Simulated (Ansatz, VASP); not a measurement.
# MgS (Niningerite) in two plane-wave programs, part 2 of 2

Wanted: the spread between two codes on one cell, functional and k mesh. The cell is taken from a series of runs on this material, whose earlier steps may have relaxed, scaled, displaced or heated it; both programs get it as it stands.

VASP 6.6.1 and Ansatz 0.2.0.

So far: Starting point; Ansatz: zone-centre phonons, LDA.

## (3) VASP: zone-centre phonons, LDA

Level of this step: LDA; plane waves and PAW (Mg, S) (VASP).

The same cell, functional (in two slightly different forms) and mesh now go to VASP, with its own data sets.

Lines of VASP's logs that name or quote its potential files are left out, and so is its time.

Contents of INCAR:

```
SYSTEM = MgS
PREC = Accurate
ENCUT = 600
EDIFF = 1E-08
NELM = 120
ISMEAR = 0
SIGMA = 0.01
LREAL = .FALSE.
ALGO = Normal
GGA = CA
NBANDS = 10
LORBIT = 11
LWAVE = .FALSE.
LCHARG = .FALSE.
ISIF = 2
IBRION = 8
LEPSILON = .TRUE.
LASPH = .TRUE.
GGA_COMPAT = .FALSE.
EFERMI = MIDGAP
```

Contents of POSCAR:

```
MgS
1.0
    0.0000000000      2.5645181562      2.5645181562
    2.5645181562      0.0000000000      2.5645181562
    2.5645181562      2.5645181562      0.0000000000
Mg S
1 1
Direct
    0.0000000000      0.0000000000      0.0000000000
    0.5000000000      0.5000000000      0.5000000000
```

Contents of KPOINTS:

```
Automatic mesh
0
Gamma
8 8 8
0 0 0
```

Potentials, in the order of the species: Mg and S (LDA family, release 64).

On the command line:

```sh
> mpirun -np 1 vasp_std
```

Numbers of over 12 decimals in the logs are rounded to 6 here.

The program printed:

```text
[banner, memory and clock lines left out]
running    1 mpi-ranks, on    1 nodes
 distrk:  each k-point on    1 cores,    1 groups
 distr:  one band on    1 cores,    1 groups

 POSCAR found type information on POSCAR MgS
 POSCAR found :  2 types and       2 ions
 LDA part: xc-table for (Slater(with rela. corr.)+CA(PZ))
 , standard interpolation
 POSCAR, INCAR and KPOINTS ok, starting setup
 FFT: planning ... GRIDC
 FFT: planning ... GRID_SOFT
 FFT: planning ... GRID
 WAVECAR not read
 entering main loop
       N       E                     dE             d eps       ncg     rms          rms(c)
DAV:   1     0.248043223907E+02    0.24804E+02   -0.40557E+03   596   0.748E+02
DAV:   2    -0.856290158388E+01   -0.33367E+02   -0.30765E+02   774   0.110E+02
DAV:   3    -0.100087714825E+02   -0.14459E+01   -0.14440E+01   742   0.254E+01
DAV:   4    -0.100164096295E+02   -0.76381E-02   -0.76370E-02   688   0.215E+00
DAV:   5    -0.100164681960E+02   -0.58566E-04   -0.58566E-04   704   0.187E-01    0.460E+00
DAV:   6    -0.964614700139E+01    0.37032E+00   -0.82981E-01   626   0.382E+00    0.355E+00
DAV:   7    -0.959748092715E+01    0.48666E-01   -0.19609E-01   652   0.198E+00    0.217E+00
DAV:   8    -0.959275613426E+01    0.47248E-02   -0.10805E-02   652   0.623E-01    0.789E-01
DAV:   9    -0.959247423028E+01    0.28190E-03   -0.55646E-04   664   0.133E-01    0.334E-01
DAV:  10    -0.959245547382E+01    0.18756E-04   -0.48057E-05   680   0.362E-02    0.135E-01
DAV:  11    -0.959245054983E+01    0.49240E-05   -0.25538E-05   636   0.234E-02    0.151E-02
DAV:  12    -0.959245059421E+01   -0.44382E-07   -0.31328E-07   652   0.423E-03    0.121E-02
DAV:  13    -0.959245057576E+01    0.18444E-07   -0.65099E-08   636   0.136E-03    0.343E-04
DAV:  14    -0.959245057519E+01    0.56997E-09   -0.30982E-09   340   0.290E-04
   1 F= -.95924506E+01 E0= -.95924506E+01  d E =0.000000E+00
 Linear response reoptimize wavefunctions to high precision
DAV:   1    -0.959245057523E+01   -0.33765E-10   -0.29318E-10   372   0.137E-04
 Linear response G [H, r] |phi>, progress :
  Direction:   1
       N       E                     dE             d eps       ncg     rms
RMM:   1    -0.402052882518E+02   -0.40205E+02   -0.40112E+01  1428   0.452E+01
RMM:   2    -0.316962556428E+02    0.85090E+01   -0.26379E+00   957   0.101E+01
RMM:   3    -0.317029774895E+02   -0.67218E-02   -0.41491E-02   965   0.137E+00
RMM:   4    -0.317031886420E+02   -0.21115E-03   -0.54184E-04  1001   0.176E-01
RMM:   5    -0.317032015793E+02   -0.12937E-04   -0.14805E-05  1007   0.268E-02
RMM:   6    -0.317032020037E+02   -0.42436E-06    0.12200E-06  1042   0.456E-03
RMM:   7    -0.317032020370E+02   -0.33318E-07    0.43773E-06  1030   0.956E-04
RMM:   8    -0.317032025804E+02   -0.54343E-06    0.15019E-05   941   0.341E-04
RMM:   9    -0.317032026606E+02   -0.80175E-07    0.59656E-05   807   0.239E-04
RMM:  10    -0.317032026521E+02    0.85368E-08    0.71051E-05   689   0.226E-04
RMM:  11    -0.317032026938E+02   -0.41755E-07    0.46122E-05   615   0.228E-04
RMM:  12    -0.317032026681E+02    0.25714E-07    0.51985E-05   537   0.227E-04
 Linear response G [H, r] |phi>, progress :
  Direction:   2
       N       E                     dE             d eps       ncg     rms
RMM:   1    -0.377957455847E+02   -0.37796E+02   -0.39122E+01  1416   0.441E+01
RMM:   2    -0.318399736548E+02    0.59558E+01   -0.20048E+00   947   0.947E+00
RMM:   3    -0.318616389987E+02   -0.21665E-01   -0.34448E-02   967   0.129E+00
RMM:   4    -0.318619459847E+02   -0.30699E-03   -0.49881E-04   999   0.172E-01
RMM:   5    -0.318619593279E+02   -0.13343E-04   -0.16807E-05  1006   0.265E-02
RMM:   6    -0.318619597889E+02   -0.46108E-06   -0.11546E-06  1044   0.472E-03
RMM:   7    -0.318619598110E+02   -0.22080E-07   -0.16445E-06  1029   0.107E-03
RMM:   8    -0.318619595792E+02    0.23178E-06   -0.44085E-06   934   0.443E-04
RMM:   9    -0.318619595590E+02    0.20274E-07   -0.36034E-06   798   0.337E-04
RMM:  10    -0.318619595527E+02    0.62940E-08   -0.69616E-06   691   0.321E-04
RMM:  11    -0.318619595519E+02    0.76147E-09   -0.11456E-05   610   0.321E-04
RMM:  12    -0.318619595527E+02   -0.81690E-09   -0.88046E-06   553   0.321E-04
 Linear response G [H, r] |phi>, progress :
  Direction:   3
       N       E                     dE             d eps       ncg     rms
RMM:   1    -0.264991253811E+02   -0.26499E+02    0.86450E+01  1310   0.438E+01
RMM:   2    -0.227892705184E+02    0.37099E+01   -0.23836E+00   947   0.892E+00
RMM:   3    -0.227859497889E+02    0.33207E-02   -0.46815E-02   956   0.131E+00
RMM:   4    -0.227859495404E+02    0.24853E-06   -0.61896E-04   987   0.170E-01
RMM:   5    -0.227859607881E+02   -0.11248E-04   -0.19070E-05   995   0.265E-02
RMM:   6    -0.227859611752E+02   -0.38718E-06   -0.10051E-06  1009   0.461E-03
RMM:   7    -0.227859611938E+02   -0.18547E-07   -0.16914E-06   981   0.107E-03
RMM:   8    -0.227859611685E+02    0.25304E-07   -0.74730E-06   874   0.478E-04
RMM:   9    -0.227859611621E+02    0.64131E-08   -0.12033E-05   785   0.379E-04
RMM:  10    -0.227859611663E+02   -0.41876E-08    0.58888E-07   669   0.367E-04
RMM:  11    -0.227859611653E+02    0.97587E-09   -0.55325E-06   586   0.367E-04
RMM:  12    -0.227859611661E+02   -0.78104E-09   -0.89577E-07   517   0.364E-04
[...]
RMM:   7    -0.458763840422E+00   -0.38312E-03   -0.12714E-05  1986   0.177E-02    0.772E-03
RMM:   8    -0.458816946106E+00   -0.53106E-04   -0.80312E-07  2022   0.523E-03    0.291E-03
RMM:   9    -0.458810622002E+00    0.63241E-05   -0.98858E-08  2106   0.103E-03    0.166E-04
RMM:  10    -0.458819110333E+00   -0.84883E-05   -0.41517E-07  2025   0.227E-04    0.812E-05
RMM:  11    -0.458819361965E+00   -0.25163E-06   -0.56692E-08  1285   0.358E-05    0.142E-05
RMM:  12    -0.458819554056E+00   -0.19209E-06   -0.35998E-08   889   0.364E-05    0.582E-06
 change of polarisation eV/A/(eV/A) component  1 :     0.853     0.345     0.083
 dielectric tensor                  component  1 :     5.575     1.849     0.448
 Linear response to external field, progress :
  Direction:   2
       N       E                     dE             d eps       ncg     rms          rms(c)
RMM:   1    -0.479424485086E+00   -0.47942E+00   -0.18185E+00  2626   0.279E+00
RMM:   2    -0.486657497653E+00   -0.72330E-02   -0.68373E-03  1934   0.477E-01    0.143E+00
RMM:   3    -0.442803870646E+00    0.43854E-01   -0.36641E-02  1863   0.871E-01    0.715E-01
RMM:   4    -0.449336175855E+00   -0.65323E-02   -0.15671E-02  1934   0.601E-01    0.211E-01
RMM:   5    -0.458428401846E+00   -0.90922E-02   -0.69166E-04  1917   0.167E-01    0.625E-02
RMM:   6    -0.458385195709E+00    0.43206E-04   -0.87817E-06  2015   0.217E-02    0.447E-02
RMM:   7    -0.458761935285E+00   -0.37674E-03   -0.13599E-05  1976   0.183E-02    0.807E-03
RMM:   8    -0.458816906590E+00   -0.54971E-04   -0.84003E-07  2020   0.542E-03    0.313E-03
RMM:   9    -0.458810271025E+00    0.66356E-05    0.61621E-08  2103   0.108E-03    0.146E-04
RMM:  10    -0.458819067278E+00   -0.87963E-05    0.39752E-07  2032   0.236E-04    0.110E-04
RMM:  11    -0.458819356918E+00   -0.28964E-06    0.63819E-08  1299   0.379E-05    0.229E-05
RMM:  12    -0.458819551694E+00   -0.19478E-06    0.26233E-08   909   0.389E-05    0.860E-06
 change of polarisation eV/A/(eV/A) component  2 :     0.319     0.853    -0.031
 dielectric tensor                  component  2 :     1.710     5.575    -0.167
 Linear response to external field, progress :
  Direction:   3
       N       E                     dE             d eps       ncg     rms          rms(c)
RMM:   1    -0.479458548123E+00   -0.47946E+00   -0.18188E+00  2618   0.279E+00
RMM:   2    -0.486657479635E+00   -0.71989E-02   -0.68353E-03  1935   0.477E-01    0.143E+00
RMM:   3    -0.442807479497E+00    0.43850E-01   -0.36649E-02  1861   0.871E-01    0.715E-01
RMM:   4    -0.449338219996E+00   -0.65307E-02   -0.15685E-02  1932   0.601E-01    0.211E-01
RMM:   5    -0.458425696525E+00   -0.90875E-02   -0.69278E-04  1923   0.167E-01    0.623E-02
RMM:   6    -0.458382903643E+00    0.42793E-04   -0.88702E-06  2016   0.217E-02    0.443E-02
RMM:   7    -0.458763354669E+00   -0.38045E-03   -0.13160E-05  1970   0.180E-02    0.790E-03
RMM:   8    -0.458817010524E+00   -0.53656E-04   -0.82934E-07  2022   0.533E-03    0.302E-03
RMM:   9    -0.458810397516E+00    0.66130E-05   -0.64934E-08  2104   0.105E-03    0.156E-04
RMM:  10    -0.458819080825E+00   -0.86833E-05   -0.69634E-08  2021   0.232E-04    0.943E-05
RMM:  11    -0.458819360319E+00   -0.27949E-06   -0.82203E-08  1304   0.366E-05    0.180E-05
RMM:  12    -0.458819556915E+00   -0.19660E-06    0.14827E-08   888   0.374E-05    0.706E-06
 change of polarisation eV/A/(eV/A) component  3 :     0.049     0.223     0.853
 dielectric tensor                  component  3 :     0.265     1.194     5.575
 Linear response DOF=           2
 Linear response progress:
  Degree of freedom:   1/  2
       N       E                     dE             d eps       ncg     rms          rms(c)
RMM:   1    -0.214273012162E-02   -0.21427E-02   -0.20281E-03  2199   0.393E-01
RMM:   2    -0.194496227561E-02    0.19777E-03   -0.17520E-04  1859   0.895E-02    0.515E-02
RMM:   3    -0.190707885915E-02    0.37883E-04   -0.33375E-05  1908   0.288E-02    0.284E-02
RMM:   4    -0.191153950143E-02   -0.44606E-05   -0.14111E-05  1915   0.190E-02    0.814E-03
RMM:   5    -0.191055177187E-02    0.98773E-06   -0.87410E-07  1913   0.542E-03    0.100E-03
RMM:   6    -0.191065385333E-02   -0.10208E-06   -0.22158E-08  1981   0.951E-04    0.396E-04
RMM:   7    -0.190950986492E-02    0.11440E-05   -0.39659E-09  1962   0.422E-04    0.106E-04
RMM:   8    -0.190953317744E-02   -0.23313E-07   -0.62810E-10  2006   0.126E-04    0.165E-05
RMM:   9    -0.190955223597E-02   -0.19059E-07   -0.30490E-11  2090   0.256E-05    0.321E-06
RMM:  10    -0.190955667493E-02   -0.44390E-08   -0.97535E-11  2078   0.594E-06    0.897E-07
 first order change of Fermi-energy  -0.19860E-04
 force on displaced ion       1 direction 1 :  -3.236   0.000   0.000
 Born effective charge ion    1 direction 1 :   2.288   0.000   0.000
 Linear response progress:
  Degree of freedom:   2/  2
       N       E                     dE             d eps       ncg     rms          rms(c)
RMM:   1    -0.103788249898E+00   -0.10379E+00    0.31549E-02  2545   0.216E+00
RMM:   2    -0.103889513889E+00   -0.10126E-03   -0.10939E-03  1848   0.230E-01    0.108E-01
RMM:   3    -0.104496253434E+00   -0.60674E-03   -0.15883E-04  1767   0.669E-02    0.520E-02
RMM:   4    -0.105175839818E+00   -0.67959E-03   -0.97777E-05  1819   0.484E-02    0.158E-02
RMM:   5    -0.105200073477E+00   -0.24234E-04   -0.74171E-06  1898   0.168E-02    0.912E-03
RMM:   6    -0.105201117865E+00   -0.10444E-05   -0.56242E-08  2004   0.183E-03    0.831E-03
RMM:   7    -0.105222553236E+00   -0.21435E-04   -0.36665E-07  1814   0.297E-03    0.279E-03
RMM:   8    -0.105215457255E+00    0.70960E-05   -0.18799E-08  1916   0.765E-04    0.133E-03
RMM:   9    -0.105213914814E+00    0.15424E-05    0.52042E-09  2030   0.179E-04    0.535E-04
RMM:  10    -0.105213251873E+00    0.66294E-06    0.12804E-08  1968   0.788E-05    0.180E-04
RMM:  11    -0.105212943123E+00    0.30875E-06   -0.14316E-07  2050   0.532E-05    0.904E-05
RMM:  12    -0.105212738221E+00    0.20490E-06   -0.32252E-07  2008   0.408E-05    0.178E-06
RMM:  13    -0.105212728915E+00    0.93054E-08   -0.13415E-07  2173   0.272E-05    0.370E-06
RMM:  14    -0.105212737916E+00   -0.90009E-08   -0.74877E-08  1815   0.237E-05    0.195E-06
 first order change of Fermi-energy   0.82186E-03
 force on displaced ion       2 direction 1 :  -3.237   0.000   0.000
 Born effective charge ion    2 direction 1 :  -2.301   0.000   0.000
 Born effective charges drift removed
 Linear response finished
```

From OUTCAR (step 3):

```text
ion  position               nearest neighbor table
   1  0.000  0.000  0.000-   2 2.56   2 2.56   2 2.56   2 2.56   2 2.56   2 2.56
   2  0.500  0.500  0.500-   1 2.56   1 2.56   1 2.56   1 2.56   1 2.56   1 2.56

  LATTYP: Found a face centered cubic cell.
 ALAT       =     5.1290363124

 Subroutine GETGRP returns: Found 48 space group operations
 (whereof 48 operations were pure point group operations)

The static configuration has the point symmetry O_h .

 Found     29 irreducible k-points:

   k-points           NKPTS =     29   k-points in BZ     NKDIM =     29   number of bands    NBANDS=     10

   dimension x,y,z NGX =    30 NGY =   30 NGZ =   30
   dimension x,y,z NGXF=    60 NGYF=   60 NGZF=   60

   ENCUT  =  600.0 eV  44.10 Ry    6.64 a.u.   7.24  7.24  7.24*2*pi/ulx,y,z

   NELECT =       8.0000    total number of electrons

 k-points in reciprocal lattice and weights: Automatic mesh
   0.00000000  0.00000000  0.00000000       0.002
   0.12500000  0.00000000  0.00000000       0.016
   0.25000000  0.00000000  0.00000000       0.016
   0.37500000  0.00000000  0.00000000       0.016
   0.50000000  0.00000000  0.00000000       0.008
   0.12500000  0.12500000  0.00000000       0.012
   0.25000000  0.12500000  0.00000000       0.047
   0.37500000  0.12500000  0.00000000       0.047
   0.50000000  0.12500000  0.00000000       0.047
[...]
-0.37500000  0.50000000  0.12500000       0.023
  -0.25000000  0.50000000  0.25000000       0.012

 average (electrostatic) potential at core
       1 -36.4866       2 -86.3698

  Total       -0.1165919     -0.1165919     -0.1165919     -0.0000000     -0.0000000      0.0000000
  in kB       -5.5377291     -5.5377291     -5.5377291     -0.0000000     -0.0000000      0.0000000
  external PRESSURE =      -5.5377291 kB  Pullay stress =       0.0000000 kB

  energy-cutoff  :      600.00
  volume of cell :       33.73
      direct lattice vectors                 reciprocal lattice vectors
     0.000000000  2.564518156  2.564518156    -0.194968399  0.194968399  0.194968399
     2.564518156  0.000000000  2.564518156     0.194968399 -0.194968399  0.194968399
     2.564518156  2.564518156  0.000000000     0.194968399  0.194968399 -0.194968399

 POSITION                                       TOTAL-FORCE (eV/Angst)
 -----------------------------------------------------------------------------------
      0.00000      0.00000      0.00000        -0.000000     -0.000000      0.000000
      2.56452      2.56452      2.56452         0.000000      0.000000     -0.000000
 -----------------------------------------------------------------------------------
    total drift:                               -0.000000     -0.000000      0.000000

 MACROSCOPIC STATIC DIELECTRIC TENSOR (including local field effects in DFT)
 ------------------------------------------------------
           5.575233    -0.000000    -0.000000
           0.000000     5.575233     0.000000
          -0.000000     0.000000     5.575233
 ------------------------------------------------------

 PIEZOELECTRIC TENSOR (including local field effects)  for field in x, y, z        (C/m^2)
          XX          YY          ZZ          XY          YZ          ZX
  --------------------------------------------------------------------------------
  x     0.00000     0.00000     0.00000     0.00000     0.00000     0.00000
  y     0.00000     0.00000     0.00000     0.00000     0.00000     0.00000
  z     0.00000     0.00000     0.00000     0.00000     0.00000     0.00000

 BORN EFFECTIVE CHARGES (including local field effects) (in |e|, cummulative output)
 ---------------------------------------------------------------------------------
 ion    1
    1     2.29439     0.00000     0.00000
    2    -0.00000     2.29439     0.00000
    3    -0.00000     0.00000     2.29439
 ion    2
    1    -2.29439     0.00000    -0.00000
    2     0.00000    -2.29439    -0.00000
    3     0.00000    -0.00000    -2.29439

 Eigenvectors and eigenvalues of the dynamical matrix
 ----------------------------------------------------

   1 f  =    7.563855 THz    47.525102 2PiTHz  252.303041 cm-1    31.281576 meV
             X         Y         Z           dx          dy          dz
      0.000000  0.000000  0.000000     0.000000    0.754138    0.000000
      2.564518  2.564518  2.564518     0.000000   -0.656717    0.000000

   2 f  =    7.563855 THz    47.525102 2PiTHz  252.303041 cm-1    31.281576 meV
             X         Y         Z           dx          dy          dz
      0.000000  0.000000  0.000000     0.754138    0.000000    0.000000
      2.564518  2.564518  2.564518    -0.656717    0.000000    0.000000

   3 f  =    7.563855 THz    47.525102 2PiTHz  252.303041 cm-1    31.281576 meV
             X         Y         Z           dx          dy          dz
      0.000000  0.000000  0.000000     0.000000    0.000000    0.754138
      2.564518  2.564518  2.564518     0.000000    0.000000   -0.656717

   4 f/i=    0.000880 THz     0.005528 2PiTHz    0.029345 cm-1     0.003638 meV
             X         Y         Z           dx          dy          dz
      0.000000  0.000000  0.000000    -0.656717    0.000000    0.000000
      2.564518  2.564518  2.564518    -0.754138    0.000000    0.000000

   5 f/i=    0.000880 THz     0.005528 2PiTHz    0.029345 cm-1     0.003638 meV
             X         Y         Z           dx          dy          dz
      0.000000  0.000000  0.000000     0.000000   -0.656717    0.000000
      2.564518  2.564518  2.564518     0.000000   -0.754138    0.000000

   6 f/i=    0.000880 THz     0.005528 2PiTHz    0.029345 cm-1     0.003638 meV
             X         Y         Z           dx          dy          dz
      0.000000  0.000000  0.000000     0.000000    0.000000   -0.656717
      2.564518  2.564518  2.564518     0.000000    0.000000   -0.754138

 MACROSCOPIC STATIC DIELECTRIC TENSOR IONIC CONTRIBUTION
 ------------------------------------------------------
           8.725085    -0.000000    -0.000000
          -0.000000     8.725085     0.000000
          -0.000000     0.000000     8.725085
 ------------------------------------------------------

 ELASTIC MODULI CONTR FROM IONIC RELAXATION (kBar)
 Direction    XX          YY          ZZ          XY          YZ          ZX
 --------------------------------------------------------------------------------
 XX           0.0000      0.0000      0.0000      0.0000      0.0000      0.0000
 YY           0.0000      0.0000      0.0000      0.0000      0.0000      0.0000
 ZZ           0.0000      0.0000      0.0000      0.0000      0.0000      0.0000
 XY           0.0000      0.0000      0.0000      0.0000      0.0000      0.0000
 YZ           0.0000      0.0000      0.0000      0.0000      0.0000      0.0000
 ZX           0.0000      0.0000      0.0000      0.0000      0.0000      0.0000
 --------------------------------------------------------------------------------

 PIEZOELECTRIC TENSOR IONIC CONTR  for field in x, y, z        (C/m^2)
          XX          YY          ZZ          XY          YZ          ZX
  --------------------------------------------------------------------------------
  x     0.00000     0.00000     0.00000     0.00000     0.00000     0.00000
  y     0.00000     0.00000     0.00000     0.00000     0.00000     0.00000
  z     0.00000     0.00000     0.00000     0.00000     0.00000     0.00000
```

## (4) Side by side

Known differences besides the potentials themselves: the two LDA forms differ slightly; fixed occupations in Ansatz, narrow Gaussian smearing in VASP; VASP's response is taken on the typed mesh, Ansatz refines its own for the field response alone; the data sets hold 16 valence electrons in Ansatz (on its default PAW (the set named soft_2) files) and 8 in VASP; the cutoff is 420 eV in Ansatz and 600 eV in VASP; VASP's log shows a relativistic correction to its local exchange, Ansatz's none. Total energies have different zeros and are not compared.

Compared:

```tsv
quantity	Ansatz	VASP	difference
ε∞ xx	5.59	5.58	+0.19 %
ε∞ yy	5.59	5.58	+0.19 %
ε∞ zz	5.59	5.58	+0.19 %
Born charge of Mg1 (mean of the diagonal) (e)	2.29	2.29	0.00
Born charge of S2 (mean of the diagonal) (e)	-2.29	-2.29	0.00
optical mode 1 to 3 (cm⁻¹)	251.9	252.3	-0.16 %
```

Modes are paired by rising frequency, not by their patterns, so a pair may set unlike modes beside each other; they are those without the splitting of longitudinal modes.

## (5) Results

```yaml
r_m_s_difference_of_the_optical_zone_centre_modes_each_program_s_sorted_by_frequency_zone_centre_phonons_lda: 0.39 cm⁻¹
```

In words: The r.m.s. difference of the optical zone-centre modes, each program's sorted by frequency is 0.39 cm⁻¹ (zone-centre phonons, LDA). The data sets hold unlike numbers of valence electrons (16 in Ansatz and 8 in VASP), so part of the differences comes from the potentials. Such differences can come from data sets, numerical settings and the points named under the comparisons, not from the functional's error against experiment.

[Lines on the potential files, build, host, timing and source positions are cut from VASP's logs without a mark.]

[Logs are printed without paths, hosts, clocks, repeated set-up lines and the standing remarks that a program may print on its own settings, such as how far it seeks lower states.]

[Hosts, paths, dates, database ids (printed as entryN), source tags and the programs' standing remarks are cut or masked in the printed files.]
